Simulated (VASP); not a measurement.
SrMg, 2 atoms in the cell. Symmetry: Pm-3m, No. 221, cubic system. The conventional cell has a = 3.900 Å, b = 3.900 Å, c = 3.900 Å, α = 90.00°, β = 90.00°, γ = 90.00°. Around Sr (site symmetry m-3m) lie 8 Mg at 3.38 Å. Mg (site symmetry m-3m) is surrounded by 8 Sr at 3.38 Å. 

```yaml
Program: VASP 6.6.1
Task: relaxation of cell and atoms
Functional: PBEsol
Potentials_or_basis: VASP PAW PBE potentials, release 64 (Sr_sv, Mg)
Cutoff: 600 eV
k_mesh: 12 × 12 × 12
Occupations: gaussian, width 0.1 eV
Spin: no spin polarisation
Dipole_correction: no
Further_INCAR_settings: ALGO = Normal; EDIFF = 1e-07; IBRION = 2; EDIFFG = -0.005; NSW = 100; ISIF = 3
```

Potentials or basis: VASP PAW PBE potentials, release 64 (Sr_sv, Mg).

The run is started by

```bash
$ cat potpaw_PBE.64/Sr_sv/POTCAR potpaw_PBE.64/Mg/POTCAR > POTCAR
$ mpirun -np 1 vasp_std > vasp.out
```

Hardware: 1 thread of AMD EPYC 9R45 96-Core Processor (Zen 5) (shared host).

**Question.** How long does it take, and how much memory?

**Answer.** It took 76 s on 1 thread of AMD EPYC 9R45 96-Core Processor (Zen 5), on a shared host, peak memory 0.21 GiB. Counts: scf iterations 42, k points 84, ion steps 4.
